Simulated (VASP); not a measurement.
Output of a VASP run:

OSZICAR:
```
       N       E                     dE             d eps       ncg     rms          rms(c)
DAV:   1     0.527715403824E+02    0.52772E+02   -0.68588E+03    22   0.131E+03
DAV:   2    -0.127840117783E+02   -0.65556E+02   -0.64042E+02    22   0.241E+02
DAV:   3    -0.137526037277E+02   -0.96859E+00   -0.88485E+00    22   0.320E+01
DAV:   4    -0.137600307240E+02   -0.74270E-02   -0.73961E-02    22   0.296E+00
DAV:   5    -0.137600866766E+02   -0.55953E-04   -0.55952E-04    22   0.271E-01    0.943E+00
DAV:   6    -0.136746570777E+02    0.85430E-01   -0.80492E-03    22   0.132E+00    0.560E+00
DAV:   7    -0.136283220199E+02    0.46335E-01   -0.25461E-02    22   0.231E+00    0.557E-01
DAV:   8    -0.136283715770E+02   -0.49557E-04   -0.62781E-04    22   0.339E-01    0.907E-02
DAV:   9    -0.136284353239E+02   -0.63747E-04   -0.45584E-05    22   0.929E-02    0.222E-02
DAV:  10    -0.136284331688E+02    0.21551E-05   -0.64821E-06    22   0.347E-02    0.456E-03
DAV:  11    -0.136284329739E+02    0.19484E-06   -0.15082E-07    11   0.535E-03
   1 F= -.13628433E+02 E0= -.13603542E+02  d E =-.746717E-01
```

OUTCAR:
```
------------------------ aborting loop because EDIFF is reached ----------------------------------------
  FORCE on cell =-STRESS in cart. coord.  units (eV):
  Direction    XX          YY          ZZ          XY          YZ          ZX
  --------------------------------------------------------------------------------------
  Total        9.8213238      9.8213238      9.8213238      0.0000000      0.0000000      0.0000000
  in kB      939.8290041    939.8290041    939.8290041      0.0000000      0.0000000      0.0000000
  external PRESSURE =     939.8290041 kB  Pullay stress =       0.0000000 kB
  volume of cell :       16.74
      direct lattice vectors                 reciprocal lattice vectors
    -1.611600000  1.611600000  1.611600000     0.000000000  0.310250683  0.310250683
     1.611600000 -1.611600000  1.611600000     0.310250683  0.000000000  0.310250683
     1.611600000  1.611600000 -1.611600000     0.310250683  0.310250683  0.000000000
 POSITION                                       TOTAL-FORCE (eV/Angst)
 -----------------------------------------------------------------------------------
      0.00000      0.00000      0.00000        -0.000000      0.000000      0.000000
 -----------------------------------------------------------------------------------
    total drift:                                0.000000     -0.000000      0.000000
  FREE ENERGIE OF THE ION-ELECTRON SYSTEM (eV)
  ---------------------------------------------------
  free  energy   TOTEN  =       -13.6284329739 eV

  energy  without entropy=      -13.5537612265  energy(sigma->0) =      -13.60354239
```
(Selected blocks of OUTCAR.)

**POSCAR**
```
W
1
   -1.6116000000     1.6116000000     1.6116000000
    1.6116000000    -1.6116000000     1.6116000000
    1.6116000000     1.6116000000    -1.6116000000
W
1
Direct
  0.0000000000   0.0000000000   0.0000000000
```

### Question
Reconstruct the remaining input files.

### Answer
Several could match; the one computed here: the input of the run itself, PBE GGA, plane waves, VASP's PBE PAW potentials (set 64).

**KPOINTS**
```
Automatic mesh
0
Gamma
1 1 1
0 0 0
```

INCAR:
```
! general
SYSTEM   =  W
PREC     =  Accurate
ENCUT    =  400
LREAL    =  F
LASPH    =  T

! electronic loop
EDIFF    =  1E-6
NELM     =  100
ALGO     =  Normal
LMAXMIX  =  6

! smearing
ISMEAR   =  1
SIGMA    =  0.1

! functional
GGA      =  PE

! ions
ISIF     =  2

! output
LWAVE    =  F
LCHARG   =  F
```

POTCAR, in this order: W_sv (PBE.64 set). Program: vasp_std.

The compound is W in the bcc structure. The cell was not relaxed at this level. The k-mesh is coarse (spacing up to 2.76 per Å, 2π included), so the numbers may not be converged in it. The run is one of a series of settings (KPOINTS 1×1×1 Γ-centred mesh against the base run), some of them coarse on purpose.
